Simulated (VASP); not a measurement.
These are PBE GGA, VASP's PBE PAW potentials (set 64) (plane waves; VASP) values and carry that method's errors.

VASP input:

INCAR:
```
! general
SYSTEM   =  Sc3CuC
PREC     =  Accurate
ENCUT    =  520   ! plane-wave cut-off (eV)
LREAL    =  .False.   ! projection in real space or not
LASPH    =  .True.

! electronic loop
EDIFF    =  1E-6   ! SCF stop (eV)
NELM     =  100   ! most electronic steps
ALGO     =  Normal   ! blocked Davidson
LMAXMIX  =  4   ! l cut-off of mixed one-centre charges

! smearing
ISMEAR   =  0
SIGMA    =  0.05   ! width (eV)

! functional
GGA      =  PE   ! PBE

! ions
ISIF     =  2   ! forces and stress, cell fixed

! output
LWAVE    =  .False.
LCHARG   =  .False.
```

**POSCAR**
```
Sc3CuC
1
    4.5498600000     0.0000000000     0.0000000000
    0.0000000000     4.5498600000     0.0000000000
    0.0000000000     0.0000000000     4.5498600000
Cu C Sc
1 1 3
Direct
  0.0000000000   0.0000000000   0.0000000000
  0.5000000000   0.5000000000   0.5000000000
  0.0000000000   0.5000000000   0.5000000000
  0.5000000000   0.5000000000   0.0000000000
  0.5000000000   0.0000000000   0.5000000000
```

KPOINTS:
```
Automatic mesh
0
Monkhorst-Pack
7 7 7
0 0 0
```

POTCAR, in this order: Cu C Sc_sv (PBE.64 set). Program: vasp_std.

Q: What will the output report for the number of irreducible k-points (NKPTS), number of bands (NBANDS), largest plane-wave count, number of space-group operations, FFT grid (NGX, NGY, NGZ)?

A: 
The number of irreducible k-points (NKPTS) is 20 and the number of bands (NBANDS) comes out as 28. The largest plane-wave count is 2558 and the number of space-group operations is 48. The FFT grid (NGX, NGY, NGZ) is 36 × 36 × 36.

The structure was generated: Sc3CuC was put into the cubic-perovskite type (Pm-3m), which need not be its known phase. The cell was not relaxed at this level. The run is one of a series of settings (KPOINTS 7×7×7 Monkhorst-Pack mesh against the base run), some of them coarse on purpose.
